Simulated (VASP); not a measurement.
Pd:

```
Pd
1.0
     0.00000    1.94650    1.94650
     1.94650    0.00000    1.94650
     1.94650    1.94650    0.00000
Pd
1
Direct
  0.00000 0.00000 0.00000
```

```yaml
Program: VASP 6.6.1
Task: relaxation of cell and atoms
Functional: PBEsol
Potentials_or_basis: VASP PAW PBE potentials, release 64 (Pd)
Cutoff: 600 eV
k_mesh: 16 × 16 × 16
Occupations: methfessel-paxton, width 0.1 eV
Spin: no spin polarisation
```

At the start: pressure -3.0 GPa; volume 14.75 Å³/atom.

Task: Where does the relaxation end?

Result: Over 3 steps the energy falls by 2.1 meV/atom and the volume is 14.53 Å³/atom (-1.5 %); space group Fm-3m (No. 225, to 0.05 Å).

The path:
```csv
step,energy change (eV),largest force (eV/Å),pressure (GPa),volume (Å³)
1,0.0000,0.0000,-2.99,14.75
2,0.0039,0.0000,5.51,14.17
3,-0.0021,0.0000,-0.01,14.53
```

Final structure:
```cif
data_structure
_symmetry_space_group_name_H-M 'P 1'
_symmetry_Int_Tables_number 1
_cell_length_a 2.7390
_cell_length_b 2.7390
_cell_length_c 2.7390
_cell_angle_alpha 60.000
_cell_angle_beta 60.000
_cell_angle_gamma 60.000
_cell_volume 14.53
loop_
_atom_site_label
_atom_site_type_symbol
_atom_site_fract_x
_atom_site_fract_y
_atom_site_fract_z
_atom_site_occupancy
Pd1 Pd 0.00000 0.00000 0.00000 1
```

Caveat: the PAW data sets were made with another functional, which shifts forces and pressure a little.
